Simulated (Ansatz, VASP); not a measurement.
**HfIn4SiO6 in VASP and in Ansatz**

```xyz
12
Lattice="2.7160 -4.7033 0.0045 2.7160 4.7033 0.0045 -1.8631 0.0000 7.4041" Properties=species:S:1:pos:R:3 pbc="T T T"
Hf    2.7160    2.7768    0.0045
In    1.7845    1.2098    3.7066
In    2.7160   -0.3586    0.0045
In    1.7845    4.3741    3.7066
In    1.7845   -1.9666    3.7066
Si    2.7160   -3.4942    0.0045
O    -1.1351   -0.1798    6.4177
O     4.7040   -0.1798    0.9954
O     1.6933   -2.1708    6.4226
O     1.8757   -2.1708    0.9906
O     1.5632    1.2736    0.9906
O     2.0058    1.2736    6.4226
```

The cell was built by a generator and needn't be a form met in nature.

Alike in both runs: task band structure; functional PBE; k mesh 6 × 6 × 4; occupations fermi-dirac, width 0.05 eV; no spin polarisation.

|  | VASP | Ansatz |
| --- | --- | --- |
| version | VASP 6.6.1 | Ansatz 0.2.0 |
| potentials or method | VASP PAW PBE potentials, release 64 (Hf_pv, In_d, Si, O) | Ansatz PAW |
| plane-wave cutoff (eV) | 520 | 420 |
| valence electrons in the cell | 102 | 118 |

Ansatz gave:

* gap on the k mesh at the Fermi level (eV): none
* pressure (GPa): 0.0
* largest component of the traceless stress (GPa): 0.15
* rms of the force components (eV/Å): 0.005

Q: Which values does VASP return?

A: gap on the k mesh at the Fermi level (eV): none; pressure (GPa): -0.4; largest component of the traceless stress (GPa): 0.07; rms of the force components (eV/Å): 0.052.

Atom by atom the forces differ by 0.055 eV/Å (rms over components). A gap of «none» marks a metal or a gap that the smearing closes. The two sets of potentials don't hold the same shells in valence.

Caveats: spin-orbit coupling is left out, which moves the levels of the heavy elements; the pressure holds a Pulay correction of +0.4 GPa for the finite cutoff (Ansatz).
